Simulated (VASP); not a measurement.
# MnCuAs: structure and properties in VASP, part 4 of 8

What structure does MnCuAs take at this level, and what are its properties? The start is a computed cell from the Materials Project.

VASP 6.6.1, plane waves and PAW; the level of theory is named at each step.

Still holding for the runs below: The k-mesh is coarse for a metal.

So far, largest spin moment in the PAW sphere (μB): step 2 (magnetic order: ferromagnetic) 3.38; step 3 (magnetic order: antiferromagnetic within the cell) 3.44; step 4 (magnetic order: antiferromagnetic, q = (0, 0, 1/2)) 3.47; step 5 (magnetic order: antiferromagnetic, q = (1/2, 1/2, 1/2)) 3.45; step 6 (magnetic order: antiferromagnetic, q = (1/2, 1/2, 0)) 3.40.

### Step 8. Relaxing cell and atoms (PBEsol)

This step: PBEsol, spin-polarised from an antiferromagnetic start; plane waves and PAW (Mn_pv, Cu, As) (VASP 6.6.1).

System of this step: MnCuAs. It takes space group P4/nmm (No. 129, tetragonal). The conventional cell has a = 3.699 Å, b = 3.699 Å, c = 6.408 Å, α = 90.00°, β = 90.00°, γ = 90.00°. Mn has 5 As at 2.49 to 2.64 Å and 4 Cu at 2.84 Å nearest. Nearest to Cu lie 4 As at 2.56 Å and 4 Cu at 2.62 Å and 4 Mn at 2.84 Å. Nearest to As lie 5 Mn at 2.49 to 2.64 Å and 4 Cu at 2.56 Å. Farther neighbours are not listed.

Properties are meant for the cell that this level of theory prefers, so cell and atoms are relaxed first (ISIF = 3) until forces and stress are small; EDIFFG sets the threshold.

File INCAR:

```
SYSTEM = MnCuAs
PREC = Accurate
ENCUT = 400
EDIFF = 1E-06
NELM = 100
ISMEAR = 1
SIGMA = 0.2
LREAL = .FALSE.
ALGO = Normal
GGA = PS
NBANDS = 38
ISPIN = 2
MAGMOM = 3.44 -3.44 0 -0 0.01 -0.01
LASPH = .TRUE.
LMAXMIX = 4
LORBIT = 11
LWAVE = .FALSE.
LCHARG = .FALSE.
KPAR = 8
IBRION = 2
NSW = 60
ISIF = 3
EDIFFG = -0.01
```

File POSCAR:

```
MnCuAs
1.0
    3.6994910000      0.0000000000      0.0000000000
    0.0000000000      3.6994910000      0.0000000000
    0.0000000000      0.0000000000      6.4084220000
Mn Cu As
2 2 2
Direct
    0.0000000000      0.5000000000      0.1640200000
    0.5000000000      0.0000000000      0.8359800000
    0.0000000000      0.0000000000      0.5000000000
    0.5000000000      0.5000000000      0.5000000000
    0.0000000000      0.5000000000      0.7762460000
    0.5000000000      0.0000000000      0.2237540000
```

File KPOINTS:

```
Automatic mesh
0
Gamma
6 6 4
0 0 0
```

Potentials, in the order of the species: Mn_pv, Cu and As (PBE family, release 64).

On the command line:

```bash
mpirun -np 8 vasp_std
```

What it wrote:

```text
[... set-up lines as in an earlier step ...]
 entering main loop
       N       E                     dE             d eps       ncg     rms          rms(c)
DAV:   1     0.505231599478E+03    0.50523E+03   -0.25273E+04  5168   0.169E+03
DAV:   2     0.377800490439E+01   -0.50145E+03   -0.48513E+03  4584   0.436E+02
DAV:   3    -0.406835373546E+02   -0.44462E+02   -0.41512E+02  5350   0.148E+02
DAV:   4    -0.429759020585E+02   -0.22924E+01   -0.22644E+01  6504   0.343E+01
DAV:   5    -0.430343480602E+02   -0.58446E-01   -0.58422E-01  5808   0.546E+00    0.194E+01
DAV:   6    -0.411105537116E+02    0.19238E+01   -0.66130E+01  6290   0.128E+02    0.156E+01
DAV:   7    -0.384108789599E+02    0.26997E+01   -0.14282E+01  5758   0.587E+01    0.553E+00
DAV:   8    -0.384627064173E+02   -0.51827E-01   -0.19404E+00  7406   0.248E+01    0.422E+00
DAV:   9    -0.384192131556E+02    0.43493E-01   -0.52481E-01  7162   0.135E+01    0.193E+00
DAV:  10    -0.384017817930E+02    0.17431E-01   -0.65966E-02  6794   0.458E+00    0.871E-01
DAV:  11    -0.384023411804E+02   -0.55939E-03   -0.20933E-02  7122   0.282E+00    0.273E-01
DAV:  12    -0.384026865428E+02   -0.34536E-03   -0.46482E-03  7226   0.649E-01    0.804E-02
DAV:  13    -0.384027239049E+02   -0.37362E-04   -0.26627E-04  6740   0.177E-01    0.467E-02
DAV:  14    -0.384027207427E+02    0.31622E-05   -0.31650E-05  7766   0.121E-01    0.132E-02
DAV:  15    -0.384027217037E+02   -0.96101E-06   -0.61273E-06  5916   0.290E-02
   1 F= -.38402722E+02 E0= -.38403360E+02  d E =-.384027E+02  mag=    -0.0000
 curvature:   0.00 expect dE= 0.000E+00 dE for cont linesearch  0.000E+00
 trial: gam= 0.00000 g(F)=  0.181E-01 g(S)=  0.337E+00 ort = 0.000E+00 (trialstep = 0.100E+01)
 search vector abs. value=  0.355E+00
 bond charge predicted
       N       E                     dE             d eps       ncg     rms          rms(c)
DAV:   1    -0.475697465473E+02   -0.91670E+01   -0.13376E+02  4992   0.168E+02    0.278E+01
DAV:   2    -0.418483923460E+02    0.57214E+01   -0.84838E+01  5628   0.144E+02    0.173E+01
DAV:   3    -0.389124189224E+02    0.29360E+01   -0.18151E+01  4884   0.569E+01    0.774E+00
DAV:   4    -0.387088305212E+02    0.20359E+00   -0.31350E+00  7480   0.313E+01    0.383E+00
DAV:   5    -0.385901790809E+02    0.11865E+00   -0.62265E-01  7264   0.151E+01    0.176E+00
DAV:   6    -0.385730895811E+02    0.17089E-01   -0.13750E-01  6504   0.480E+00    0.885E-01
DAV:   7    -0.385682043705E+02    0.48852E-02   -0.22500E-02  6540   0.195E+00    0.444E-01
DAV:   8    -0.385666205361E+02    0.15838E-02   -0.37001E-03  7052   0.549E-01    0.935E-02
DAV:   9    -0.385667373843E+02   -0.11685E-03   -0.59621E-04  5754   0.188E-01    0.496E-02
DAV:  10    -0.385667458290E+02   -0.84448E-05   -0.64247E-05  6616   0.104E-01    0.235E-02
DAV:  11    -0.385667445547E+02    0.12743E-05   -0.12898E-05  6076   0.332E-02    0.113E-02
DAV:  12    -0.385667430738E+02    0.14809E-05   -0.21522E-06  3222   0.161E-02    0.540E-03
DAV:  13    -0.385667428311E+02    0.24275E-06   -0.58846E-07  2376   0.130E-02
   2 F= -.38566743E+02 E0= -.38568286E+02  d E =-.164021E+00  mag=     0.0000
[... from here on, the cycles between the ionic steps are left out ...]
   3 F= -.38570006E+02 E0= -.38571360E+02  d E =-.167284E+00  mag=     0.0000
   4 F= -.38592964E+02 E0= -.38594114E+02  d E =-.229589E-01  mag=     0.0000
   5 F= -.38599076E+02 E0= -.38600138E+02  d E =-.290702E-01  mag=     0.0000
   6 F= -.38611695E+02 E0= -.38612419E+02  d E =-.126192E-01  mag=     0.0000
   7 F= -.38612415E+02 E0= -.38613046E+02  d E =-.133396E-01  mag=     0.0000
   8 F= -.38612419E+02 E0= -.38613039E+02  d E =-.133435E-01  mag=     0.0000
   9 F= -.38612628E+02 E0= -.38613393E+02  d E =-.208501E-03  mag=     0.0000
  10 F= -.38612801E+02 E0= -.38613507E+02  d E =-.381525E-03  mag=     0.0000
  11 F= -.38612801E+02 E0= -.38613513E+02  d E =-.381842E-03  mag=    -0.0000
  12 F= -.38612800E+02 E0= -.38613514E+02  d E =-.381102E-03  mag=     0.0000
  13 F= -.38612751E+02 E0= -.38613490E+02  d E =-.331546E-03  mag=     0.0000
  14 F= -.38612799E+02 E0= -.38613514E+02  d E =-.379703E-03  mag=     0.0000
 curvature:  -0.00 expect dE=-0.533E-07 dE for cont linesearch -0.843E-10
 trial: gam= 0.04291 g(F)=  0.232E-04 g(S)=  0.338E-04 ort =-0.109E-04 (trialstep = 0.112E+01)
 search vector abs. value=  0.585E-04
 bond charge predicted
       N       E                     dE             d eps       ncg     rms          rms(c)
DAV:   1    -0.386126065789E+02    0.19263E-03   -0.13115E-02  7260   0.226E+00    0.109E-01
DAV:   2    -0.386128717156E+02   -0.26514E-03   -0.33942E-03  5196   0.467E-01    0.622E-02
DAV:   3    -0.386128542504E+02    0.17465E-04   -0.15171E-04  6744   0.213E-01    0.415E-02
DAV:   4    -0.386128403104E+02    0.13940E-04   -0.80094E-05  6816   0.193E-01    0.273E-02
DAV:   5    -0.386128321782E+02    0.81322E-05   -0.29497E-05  7180   0.112E-01    0.823E-03
DAV:   6    -0.386128322775E+02   -0.99371E-07   -0.25803E-06  3160   0.261E-02
  15 F= -.38612832E+02 E0= -.38613538E+02  d E =-.333680E-04  mag=    -0.0000
 trial-energy change:   -0.000033  1 .order   -0.000036   -0.000064   -0.000008
 step:   1.2875(harm=  1.2875)  dis= 0.00107  next Energy=   -38.612835 (dE=-0.364E-04)
 reached required accuracy - stopping structural energy minimisation
```

It took 83 s on 8 MPI ranks of AMD EPYC 9R45, shared host; peak memory 2.1 GiB; 11 min of CPU time.

From OUTCAR (step 8):

```text
   k-points           NKPTS =     30   k-points in BZ     NKDIM =     30   number of bands    NBANDS=     38

   NELECT =      58.0000    total number of electrons

 E-fermi :   8.8656

 spin component 1
 k-point     1 :       0.0000    0.0000    0.0000
  band No.  band energies     occupation
    ...
     26       6.6960      1.00000
     27       7.5914      1.00000
     28       7.9722      1.00000
     29       8.4258      1.00400
     30       8.4258      1.00400
     31       9.0161      0.02303
     32      10.2829     -0.00000
     33      10.6070     -0.00000
     34      10.6070     -0.00000
     35      11.6589     -0.00000
    ...

 k-point     2 :       0.1667    0.0000    0.0000
  band No.  band energies     occupation
    ...
     26       7.0663      1.00000
     27       7.1056      1.00000
     28       7.9966      1.00000
     29       8.5743      1.02955
     30       8.7618      0.88014
     31       9.2496     -0.01026
     32       9.6428     -0.00000
     33      10.7815     -0.00000
     34      10.9948     -0.00000
     35      11.9118     -0.00000
    ...

  Total        0.0487502      0.0487502      0.0403925      0.0000000     -0.0000000      0.0000000
  in kB        0.9700197      0.9700197      0.8037208      0.0000000     -0.0000000      0.0000000
  external PRESSURE =       0.9145868 kB  Pullay stress =       0.0000000 kB

 POSITION                                       TOTAL-FORCE (eV/Angst)
 -----------------------------------------------------------------------------------
      0.00000      1.78559      0.94392        -0.000000      0.000000     -0.001937
      1.78559     -0.00000      5.36979         0.000000     -0.000000      0.001937
      0.00000      3.57117      3.15686         0.000000     -0.000000      0.000000
      1.78559      1.78559      3.15686         0.000000      0.000000      0.000000
      3.57117      1.78559      4.90288        -0.000000      0.000000     -0.008247
      1.78559     -0.00000      1.41083         0.000000     -0.000000      0.008247
 -----------------------------------------------------------------------------------
    total drift:                                0.000000      0.000000     -0.000000

  FREE ENERGIE OF THE ION-ELECTRON SYSTEM (eV)
  ---------------------------------------------------
  free  energy   TOTEN  =       -38.6128322775 eV

  energy  without entropy=      -38.6149489346  energy(sigma->0) =      -38.61353783

 reached required accuracy - stopping structural energy minimisation

 magnetization (x)
# of ion       s       p       d       tot
------------------------------------------
    1        0.030   0.036   2.959   3.025
    2       -0.030  -0.036  -2.959  -3.025
    3        0.000   0.000   0.000   0.000
    4        0.000   0.000   0.000   0.000
    5       -0.008   0.022  -0.003   0.011
    6        0.008  -0.022   0.003  -0.011
--------------------------------------------------
tot          0.000   0.000   0.000   0.000

[... 7 parts as in an earlier step ...]

[... 9 further parts left out ...]
```

CONTCAR:

```
MnCuAs
   1.00000000000000
     3.5711713683291695    0.0000000000000000    0.0000000000000000
    -0.0000000000000000    3.5711713683291695   -0.0000000000000000
     0.0000000000000000   -0.0000000000000000    6.3137112322341782
  Mn              Cu              As
     2     2     2
Direct
     0.0000000000000000    0.5000000000000000    0.1495031496773900
     0.5000000000000000    0.0000000000000000    0.8504968503226101
     0.0000000000000000    1.0000000000000000    0.5000000000000000
     0.5000000000000000    0.5000000000000000    0.5000000000000000
     1.0000000000000000    0.5000000000000000    0.7765449474372296
     0.5000000000000000    0.0000000000000000    0.2234550525627704
```

The magnetic order is the lowest of the few collinear ones that converged above; longer or canted patterns were not tried. After so large a change of volume the plane waves of the start cell no longer fit, so the final stress carries a basis-set error. The run keeps the 16 symmetry operations of its start, so it cannot find a distortion of lower symmetry.

Step by step:

```csv
step,energy less that of the first step (eV),largest force (eV/Å),pressure (GPa),volume (Å³)
1,0.0000,0.4289,-6.79,87.71
2,-0.1640,0.5180,1.60,80.07
3,-0.1673,0.5160,0.43,80.91
4,-0.1902,0.2587,0.29,80.67
5,-0.1964,0.2326,0.38,80.47
6,-0.2090,0.0818,-0.22,80.73
7,-0.2097,0.0406,-0.33,80.81
8,-0.2097,0.0373,-0.40,80.81
9,-0.2099,0.0197,0.27,80.36
10,-0.2101,0.0150,-0.01,80.55
11,-0.2101,0.0139,0.01,80.53
12,-0.2101,0.0139,0.00,80.53
13,-0.2100,0.0154,0.18,80.45
14,-0.2101,0.0155,0.01,80.52
15,-0.2101,0.0082,0.09,80.52
```

```csv
"conventional cell, symmetrised",before,after,change
a (Å),3.699,3.571,-3.5 %
b (Å),3.699,3.571,-3.5 %
c (Å),6.408,6.314,-1.5 %
volume (Å³/atom),14.62,13.42,-8.2 %
```

The atoms that moved most (Å, as changes of fractional coordinates times the final cell):

```csv
atom,dx,dy,dz,length
Mn2,0.000,0.000,0.092,0.092
Mn1,0.000,0.000,-0.092,0.092
```

The relaxed structure:

```xyz
6
Lattice="3.5712 0.0000 0.0000 0.0000 3.5712 0.0000 0.0000 0.0000 6.3137" Properties=species:S:1:pos:R:3 pbc="T T T"
Mn    0.0000    1.7856    0.9439
Mn    1.7856    0.0000    5.3698
Cu    0.0000    0.0000    3.1569
Cu    1.7856    1.7856    3.1569
As    0.0000    1.7856    4.9029
As    1.7856    0.0000    1.4108
```

Numbers from this step:

```yaml
electrons: 58
bands: 38
irreducible_k_points: 30
symmetry_operations: 16
free_energy_toten: -38.61 eV
energy_at_zero_smearing: -38.61 eV
fermi_energy: 8.866 eV
pressure: 0.09146 GPa
scf_cycles_over_all_ionic_steps: 125
```

Spin moment in the PAW sphere by atom:

```csv
atom,spin moment in the PAW sphere (μB)
Mn1,3.02
Mn2,-3.02
Cu3,0.00
Cu4,0.00
As5,0.01
As6,-0.01
```

It ends with a largest force of 0.008 eV/Å and a pressure of 0.09 GPa.

### Step 9. Second relaxation

A relaxation keeps the plane waves of the cell it began with, so it is repeated from the new cell, on a basis made for it.

INCAR is that of step 8.

File POSCAR:

```
MnCuAs
1.0
    3.5711713683      0.0000000000      0.0000000000
    0.0000000000      3.5711713683      0.0000000000
    0.0000000000      0.0000000000      6.3137112322
Mn Cu As
2 2 2
Direct
    0.0000000000      0.5000000000      0.1495031497
    0.5000000000      0.0000000000      0.8504968503
    0.0000000000      0.0000000000      0.5000000000
    0.5000000000      0.5000000000      0.5000000000
    0.0000000000      0.5000000000      0.7765449474
    0.5000000000      0.0000000000      0.2234550526
```

KPOINTS is that of step 8.

On the command line:

```bash
mpirun -np 8 vasp_std
```

What it wrote:

```text
[... set-up lines as in an earlier step ...]
 entering main loop
       N       E                     dE             d eps       ncg     rms          rms(c)
DAV:   1     0.517584012562E+03    0.51758E+03   -0.25227E+04  5048   0.173E+03
DAV:   2     0.484606751461E+01   -0.51274E+03   -0.49611E+03  4584   0.447E+02
DAV:   3    -0.411026728030E+02   -0.45949E+02   -0.42996E+02  5250   0.152E+02
DAV:   4    -0.433632697280E+02   -0.22606E+01   -0.22374E+01  6420   0.349E+01
DAV:   5    -0.434226524586E+02   -0.59383E-01   -0.59362E-01  5752   0.566E+00    0.211E+01
DAV:   6    -0.410543186547E+02    0.23683E+01   -0.65102E+01  6330   0.142E+02    0.132E+01
DAV:   7    -0.385302755916E+02    0.25240E+01   -0.13182E+01  5764   0.707E+01    0.412E+00
DAV:   8    -0.386312850302E+02   -0.10101E+00   -0.16288E+00  7134   0.129E+01    0.333E+00
DAV:   9    -0.386050283169E+02    0.26257E-01   -0.24509E-01  7302   0.113E+01    0.176E+00
DAV:  10    -0.385823953356E+02    0.22633E-01   -0.10651E-01  6960   0.529E+00    0.649E-01
DAV:  11    -0.385805713949E+02    0.18239E-02   -0.18148E-02  7178   0.291E+00    0.231E-01
DAV:  12    -0.385807181228E+02   -0.14673E-03   -0.36443E-03  5154   0.315E-01    0.651E-02
DAV:  13    -0.385807374078E+02   -0.19285E-04   -0.17309E-04  6908   0.160E-01    0.421E-02
DAV:  14    -0.385807374239E+02   -0.16034E-07   -0.33045E-05  6488   0.144E-01    0.109E-02
DAV:  15    -0.385807384431E+02   -0.10192E-05   -0.51304E-06  4710   0.154E-02    0.752E-03
DAV:  16    -0.385807379116E+02    0.53155E-06   -0.96130E-07  2568   0.268E-02
   1 F= -.38580738E+02 E0= -.38581446E+02  d E =-.385807E+02  mag=     0.0000
 curvature:   0.00 expect dE= 0.000E+00 dE for cont linesearch  0.000E+00
 trial: gam= 0.00000 g(F)=  0.849E-05 g(S)=  0.102E-04 ort = 0.000E+00 (trialstep = 0.100E+01)
 search vector abs. value=  0.187E-04
 reached required accuracy - stopping structural energy minimisation
```

The job ended after 9.8 s (8 MPI ranks; peak memory 1.8 GiB; 74 s of CPU time).

OUTCAR, selected parts (step 9):

```text
   ENCUT  =  400.0 eV  29.40 Ry    5.42 a.u.   5.82  5.82 10.30*2*pi/ulx,y,z

   NELECT =      58.0000    total number of electrons

 E-fermi :   8.8662

 spin component 1
 k-point     1 :       0.0000    0.0000    0.0000
  band No.  band energies     occupation
    ...
     26       6.6965      1.00000
     27       7.5923      1.00000
     28       7.9727      1.00000
     29       8.4262      1.00398
     30       8.4262      1.00398
     31       9.0171      0.02250
     32      10.2825     -0.00000
     33      10.6076     -0.00000
     34      10.6076     -0.00000
     35      11.6595     -0.00000
    ...

 k-point     2 :       0.1667    0.0000    0.0000
  band No.  band energies     occupation
    ...
     26       7.0668      1.00000
     27       7.1062      1.00000
     28       7.9973      1.00000
     29       8.5750      1.02956
     30       8.7624      0.88024
     31       9.2502     -0.01025
     32       9.6433     -0.00000
     33      10.7820     -0.00000
     34      10.9955     -0.00000
     35      11.9119     -0.00000
    ...

  Total        0.0097698      0.0097698      0.0328016      0.0000000      0.0000000      0.0000000
  in kB        0.1943967      0.1943967      0.6526785      0.0000000      0.0000000      0.0000000
  external PRESSURE =       0.3471573 kB  Pullay stress =       0.0000000 kB

 POSITION                                       TOTAL-FORCE (eV/Angst)
 -----------------------------------------------------------------------------------
      0.00000      1.78559      0.94392         0.000000     -0.000000     -0.001756
      1.78559      0.00000      5.36979         0.000000     -0.000000      0.001756
      0.00000      0.00000      3.15686         0.000000      0.000000      0.000000
      1.78559      1.78559      3.15686         0.000000     -0.000000      0.000000
      0.00000      1.78559      4.90288         0.000000      0.000000     -0.009213
      1.78559      0.00000      1.41083         0.000000     -0.000000      0.009213
 -----------------------------------------------------------------------------------
    total drift:                                0.000000      0.000000     -0.000000

  FREE ENERGIE OF THE ION-ELECTRON SYSTEM (eV)
  ---------------------------------------------------
  free  energy   TOTEN  =       -38.5807379116 eV

  energy  without entropy=      -38.5828634174  energy(sigma->0) =      -38.58144641

[... 7 parts as in an earlier step ...]

[... 11 further parts left out ...]
```

Little changed from the start: no atom moved by 0.005 Å and no cell edge by 0.1 %.

This step gave:

```
free energy (TOTEN)             : -38.58 eV
energy at zero smearing         : -38.58 eV
pressure                        : 0.03472 GPa
SCF cycles over all ionic steps : 16
```

It ends with a largest force of 0.009 eV/Å and a pressure of 0.03 GPa. The volume moved by under 0.01 %: the run met its threshold at the first step.

[end of part 4 of 8]

[Lines on the potential files, build, host, timing and source positions are cut from VASP's logs without a mark.]

[Logs are printed without paths, hosts, clocks, repeated set-up lines and the standing remarks that a program may print on its own settings, such as how far it seeks lower states.]

[Hosts, paths, dates, database ids (printed as entryN), source tags and the programs' standing remarks are cut or masked in the printed files.]

[A measured line is paired with the nearest computed mode of its activity, which favours agreement.]
